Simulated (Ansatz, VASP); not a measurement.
**PtC in two plane-wave programs**

Wanted: the spread between two codes on one cell, functional and k mesh. The cell is generated by rule, not measured, and may not be a known phase. Of the first pair: The cell is taken from a series of runs on this material, whose earlier steps may have relaxed, scaled, displaced or heated it; both programs get it as it stands.

Calculated with Ansatz 0.2.0; plane waves, with VASP 6.6.1 beside it; relaxation of cell and atoms at PBEsol.

## Step 1: The starting structure

It takes space group P4_12_12 (No. 92, tetragonal). Conventional cell: a = 3.632 Å, b = 3.632 Å, c = 7.211 Å, α = 90.00°, β = 90.00°, γ = 90.00°. Pt has 3 C at 2.02 Å nearest. Nearest to C lie 3 Pt at 2.02 Å. Farther neighbours are not listed.

Structure file:

```cif
data_structure
_symmetry_space_group_name_H-M 'P4_12_12'
_symmetry_Int_Tables_number 92
_cell_length_a 3.6319
_cell_length_b 3.6319
_cell_length_c 7.2112
_cell_angle_alpha 90.000
_cell_angle_beta 90.000
_cell_angle_gamma 90.000
_cell_volume 95.12
loop_
_atom_site_label
_atom_site_type_symbol
_atom_site_symmetry_multiplicity
_atom_site_Wyckoff_symbol
_atom_site_fract_x
_atom_site_fract_y
_atom_site_fract_z
_atom_site_occupancy
Pt1 Pt 4 a 0.93827 0.93827 0.50000 1
C1 C 4 a 0.16805 0.83195 0.75000 1
```

## Step 2: VASP: relaxation of cell and atoms, PBEsol, pair 1

The relaxed volume is the usual yardstick between codes: in a stiff, nearly cubic crystal its relative difference is about their pressure difference at one cell divided by the bulk modulus.

Lines of VASP's logs that name or quote its potential files are left out, and so is its time.

File INCAR:

```
SYSTEM = PtC
PREC = Accurate
ENCUT = 600
EDIFF = 1E-07
NELM = 120
ISMEAR = 1
SIGMA = 0.2
LREAL = .FALSE.
ALGO = Normal
GGA = PS
NBANDS = 36
LASPH = .TRUE.
LORBIT = 11
LWAVE = .FALSE.
LCHARG = .FALSE.
ISIF = 3
IBRION = 2
NSW = 80
EDIFFG = -0.005
GGA_COMPAT = .FALSE.
NELMIN = 4
KPAR = 2
```

File POSCAR:

```
PtC
1.0
    3.6319410000      0.0000000000      0.0000000000
    0.0000000000      3.6319410000      0.0000000000
    0.0000000000      0.0000000000      7.2112420000
Pt C
4 4
Direct
    0.4382678573      0.4382677197      0.5000000000
    0.5617324179      0.5617322803      1.0000000000
    0.9382678573      0.0617322803      0.2500000000
    0.0617324179      0.9382677197      0.7500000000
    0.6680513945      0.3319487431      0.7500000000
    0.3319488807      0.6680512569      0.2500000000
    0.8319488807      0.8319487431      0.5000000000
    0.1680513945      0.1680512569      1.0000000000
```

File KPOINTS:

```
Automatic mesh
0
Gamma
10 10 6
0 0 0
```

The projector-augmented-wave data sets are Pt and C (PBE family, release 64).

Command:

```sh
$ mpirun -np 2 vasp_std
```

Numbers of over 12 decimals in the logs are rounded to 6 here.

What it wrote:

```text
[banner, memory and clock lines left out]
running    2 mpi-ranks, on    1 nodes
 distrk:  each k-point on    1 cores,    2 groups
 distr:  one band on    1 cores,    1 groups

 POSCAR found type information on POSCAR PtC
 POSCAR found :  2 types and       8 ions
|                                                                             |
|               ----> ADVICE to this user running VASP <----                  |
|                                                                             |
|     You enforced a specific xc type in the INCAR file but a different       |
|     [... a line on the potential file left out ...]
|     I HOPE YOU KNOW WHAT YOU ARE DOING!                                     |
|                                                                             |

 LDA part: xc-table for (Slater+PW92), standard interpolation
 POSCAR, INCAR and KPOINTS ok, starting setup
 FFT: planning ... GRIDC
 FFT: planning ... GRID_SOFT
 FFT: planning ... GRID
 WAVECAR not read
 entering main loop
       N       E                     dE             d eps       ncg     rms          rms(c)
DAV:   1     0.340817291082E+03    0.34082E+03   -0.31070E+04  6048   0.167E+03
DAV:   2    -0.405618827654E+02   -0.38138E+03   -0.36657E+03  6800   0.334E+02
DAV:   3    -0.633039700905E+02   -0.22742E+02   -0.21881E+02  7564   0.719E+01
DAV:   4    -0.638930901890E+02   -0.58912E+00   -0.58492E+00  6748   0.121E+01
DAV:   5    -0.639042266050E+02   -0.11136E-01   -0.11132E-01  7072   0.164E+00    0.402E+01
DAV:   6    -0.580642312792E+02    0.58400E+01   -0.52774E+01  7164   0.446E+01    0.188E+01
DAV:   7    -0.562442431707E+02    0.18200E+01   -0.11726E+01  6376   0.214E+01    0.104E+01
DAV:   8    -0.561441687936E+02    0.10007E+00   -0.11256E+00  6464   0.523E+00    0.295E+00
DAV:   9    -0.560713786161E+02    0.72790E-01   -0.17379E-01  6648   0.262E+00    0.649E-01
DAV:  10    -0.560722198102E+02   -0.84119E-03   -0.31101E-02  6484   0.905E-01    0.104E-01
DAV:  11    -0.560722522061E+02   -0.32396E-04   -0.10711E-03  6804   0.185E-01    0.672E-02
DAV:  12    -0.560722059736E+02    0.46233E-04   -0.19070E-04  6900   0.891E-02    0.142E-02
DAV:  13    -0.560722050725E+02    0.90110E-06   -0.22288E-05  6336   0.259E-02    0.218E-03
DAV:  14    -0.560722052215E+02   -0.14899E-06   -0.55113E-07  6652   0.375E-03    0.926E-04
DAV:  15    -0.560722052701E+02   -0.48668E-07   -0.22457E-08  3172   0.827E-04
   1 F= -.56072205E+02 E0= -.56071692E+02  d E =-.560722E+02
[...]
2 F= -.56072360E+02 E0= -.56071879E+02  d E =-.154419E-03
[...]
3 F= -.56072453E+02 E0= -.56071960E+02  d E =-.248060E-03
[...]
4 F= -.56072639E+02 E0= -.56072194E+02  d E =-.185435E-03
[...]
5 F= -.56072640E+02 E0= -.56072192E+02  d E =-.186811E-03
[...]
6 F= -.56072721E+02 E0= -.56072273E+02  d E =-.807228E-04
 trial-energy change:   -0.000081  1 .order   -0.000083   -0.000149   -0.000016
 step:   1.0340(harm=  1.0204)  dis= 0.00080  next Energy=   -56.072722 (dE=-0.818E-04)
 bond charge predicted
       N       E                     dE             d eps       ncg     rms          rms(c)
DAV:   1    -0.560727255181E+02   -0.46804E-05   -0.69276E-04  6048   0.131E-01    0.132E-02
DAV:   2    -0.560727224344E+02    0.30837E-05   -0.20211E-05  7112   0.267E-02    0.634E-03
DAV:   3    -0.560727217027E+02    0.73172E-06   -0.16000E-06  6888   0.697E-03    0.287E-03
DAV:   4    -0.560727215321E+02    0.17060E-06   -0.86582E-07  6504   0.508E-03    0.121E-03
DAV:   5    -0.560727215518E+02   -0.19714E-07   -0.56766E-08  3096   0.120E-03
   7 F= -.56072722E+02 E0= -.56072274E+02  d E =-.814108E-04
 curvature:  -0.81 expect dE=-0.353E-05 dE for cont linesearch -0.989E-08
 trial: gam= 0.03405 g(F)=  0.203E-05 g(S)=  0.235E-05 ort =-0.180E-05 (trialstep = 0.934E+00)
 search vector abs. value=  0.456E-05
 reached required accuracy - stopping structural energy minimisation
```

Parts of OUTCAR (step 2):

```text
ion  position               nearest neighbor table
   1  0.438  0.438  0.500-   7 2.02   6 2.02   5 2.02   7 2.63   7 2.63   4 2.90   4 2.90   3 2.90
                             3 2.90   4 3.42   3 3.42   4 3.42   3 3.42
   2  0.562  0.562  0.000-   8 2.02   6 2.02   5 2.02   8 2.63   8 2.63   4 2.90   3 2.90   3 2.90
                             4 2.90   3 3.42   4 3.42   3 3.42   4 3.42
   3  0.938  0.062  0.250-   6 2.02   7 2.02   8 2.02   6 2.63   6 2.63   1 2.90   2 2.90   1 2.90
                             2 2.90   2 3.42   2 3.42   1 3.42   1 3.42
   4  0.062  0.938  0.750-   5 2.02   7 2.02   8 2.02   5 2.63   5 2.63   1 2.90   1 2.90   2 2.90
                             2 2.90   2 3.42   1 3.42   2 3.42   1 3.42
   5  0.668  0.332  0.750-   4 2.02   2 2.02   1 2.02   4 2.63   4 2.63
   6  0.332  0.668  0.250-   3 2.02   2 2.02   1 2.02   3 2.63   3 2.63
   7  0.832  0.832  0.500-   1 2.02   3 2.02   4 2.02   1 2.63   1 2.63
   8  0.168  0.168  0.000-   2 2.02   3 2.02   4 2.02   2 2.63   2 2.63

  LATTYP: Found a simple tetragonal cell.
 ALAT       =     3.6319410000
 C/A-ratio  =     1.9855063725

 Subroutine GETGRP returns: Found  8 space group operations
 (whereof  2 operations were pure point group operations)

The static configuration has the point symmetry C_2 .
 The point group associated with its full space group is D_4 .

 Found     84 irreducible k-points:

   k-points           NKPTS =     84   k-points in BZ     NKDIM =     84   number of bands    NBANDS=     36

   dimension x,y,z NGX =    30 NGY =   30 NGZ =   60
   dimension x,y,z NGXF=    60 NGYF=   60 NGZF=  120

   ENCUT  =  600.0 eV  44.10 Ry    6.64 a.u.   7.25  7.25 14.40*2*pi/ulx,y,z

   NELECT =      56.0000    total number of electrons

 k-points in reciprocal lattice and weights: Automatic mesh
   0.00000000  0.00000000  0.00000000       0.002
   0.10000000  0.00000000  0.00000000       0.007
   0.20000000  0.00000000  0.00000000       0.007
   0.30000000  0.00000000  0.00000000       0.007
   0.40000000  0.00000000  0.00000000       0.007
   0.50000000  0.00000000  0.00000000       0.003
   0.10000000  0.10000000  0.00000000       0.007
   0.20000000  0.10000000  0.00000000       0.013
   0.30000000  0.10000000  0.00000000       0.013
[...]
0.50000000  0.40000000  0.50000000       0.007
   0.50000000  0.50000000  0.50000000       0.002

 average (electrostatic) potential at core
       1 -65.4239       2 -65.4239       3 -65.4239       4 -65.4239       5 -46.8983
       6 -46.8983       7 -46.8983       8 -46.8983

 E-fermi :   9.4726

 k-point     1 :       0.0000    0.0000    0.0000
  band No.  band energies     occupation
    ...
     26       8.3758      2.00000
     27       8.4595      2.00000
     28       8.7810      2.00001
     29       9.3116      1.98271
     30       9.3116      1.98271
     31      10.8218     -0.00000
     32      10.8218     -0.00000
     33      11.0273     -0.00000
     34      11.3178     -0.00000
     35      12.2634     -0.00000
    ...

 k-point     2 :       0.1000    0.0000    0.0000
  band No.  band energies     occupation
    ...
     25       7.4350      2.00000
     26       8.7564      2.00001
     27       8.8720      2.00018
     28       9.1161      2.03022
     29       9.4805      0.93342
     30       9.5786      0.22785
     31      10.6907     -0.00000
     32      10.7578     -0.00000
     33      11.3977     -0.00000
     34      11.4387     -0.00000
    ...

 k-point     3 :       0.2000    0.0000    0.0000
  band No.  band energies     occupation
    ...
     23       6.5059      2.00000
     24       6.7273      2.00000
     25       7.2267      2.00000
     26       8.6341      2.00000
     27       9.1724      2.05520
     28       9.6325      0.02027
     29      10.0228     -0.00070
     30      10.2158     -0.00000
     31      10.6988     -0.00000
     32      10.7348     -0.00000
    ...

  Total        0.0085014      0.0085014     -0.0156447      0.0000000     -0.0000000      0.0000000
  in kB        0.1434015      0.1434015     -0.2638967      0.0000000     -0.0000000      0.0000000
  external PRESSURE =       0.0076354 kB  Pullay stress =       0.0000000 kB

  energy-cutoff  :      600.00
  volume of cell :       94.98
      direct lattice vectors                 reciprocal lattice vectors
     3.628924130  0.000000000 -0.000000000     0.275563766 -0.000000000  0.000000000
    -0.000000000  3.628924130  0.000000000    -0.000000000  0.275563766 -0.000000000
    -0.000000000  0.000000000  7.212558212     0.000000000 -0.000000000  0.138647061

 POSITION                                       TOTAL-FORCE (eV/Angst)
 -----------------------------------------------------------------------------------
      1.58699      1.58699      3.60628        -0.000242     -0.000242      0.000000
      2.04194      2.04193     -0.00000         0.000242      0.000242     -0.000000
      3.40145      0.22747      1.80314        -0.000242      0.000242      0.000000
      0.22747      3.40145      5.40942         0.000242     -0.000242     -0.000000
      2.42445      1.20447      5.40942         0.002279     -0.002279     -0.000000
      1.20447      2.42445      1.80314        -0.002279      0.002279      0.000000
      3.01893      3.01893      3.60628        -0.002279     -0.002279      0.000000
      0.60999      0.60999     -0.00000         0.002279      0.002279     -0.000000
 -----------------------------------------------------------------------------------
    total drift:                                0.000002      0.000000     -0.000027

  FREE ENERGIE OF THE ION-ELECTRON SYSTEM (eV)
  ---------------------------------------------------
  free  energy   TOTEN  =       -56.0727215518 eV

  energy  without entropy=      -56.0713786168  energy(sigma->0) =      -56.07227391

 reached required accuracy - stopping structural energy minimisation

 total charge
# of ion       s       p       d       tot
------------------------------------------
    1        0.755   0.763   8.048   9.566
    2        0.755   0.763   8.048   9.566
    3        0.755   0.763   8.048   9.566
    4        0.755   0.763   8.048   9.566
    5        0.906   1.322   0.000   2.229
    6        0.906   1.322   0.000   2.229
    7        0.906   1.322   0.000   2.229
    8        0.906   1.322   0.000   2.229
--------------------------------------------------
tot          6.646   8.342  32.190  47.178

[... 3 further parts left out ...]
```

CONTCAR:

```
PtC
   1.00000000000000
     3.6289241303312454    0.0000000000000000   -0.0000000000000000
    -0.0000000000000000    3.6289241303312454    0.0000000000000000
    -0.0000000000000000    0.0000000000000000    7.2125582117130449
  Pt              C
     4     4
Direct
     0.4373168534508101    0.4373167158508129    0.5000000000000000
     0.5626834217491844    0.5626832841491872    0.0000000000000000
     0.9373168534508100    0.0626832841491871    0.2500000000000000
     0.0626834217491842    0.9373167158508128    0.7500000000000000
     0.6680915629963973    0.3319085746036001    0.7500000000000000
     0.3319087122035972    0.6680914253964001    0.2500000000000000
     0.8319087122035971    0.8319085746035999    0.5000000000000000
     0.1680915629963971    0.1680914253963999    0.0000000000000000
```

(Continued in part 2 of 2.)

[Lines on the potential files, build, host, timing and source positions are cut from VASP's logs without a mark.]

[Logs are printed without paths, hosts, clocks, repeated set-up lines and the standing remarks that a program may print on its own settings, such as how far it seeks lower states.]

[Hosts, paths, dates, database ids (printed as entryN), source tags and the programs' standing remarks are cut or masked in the printed files.]
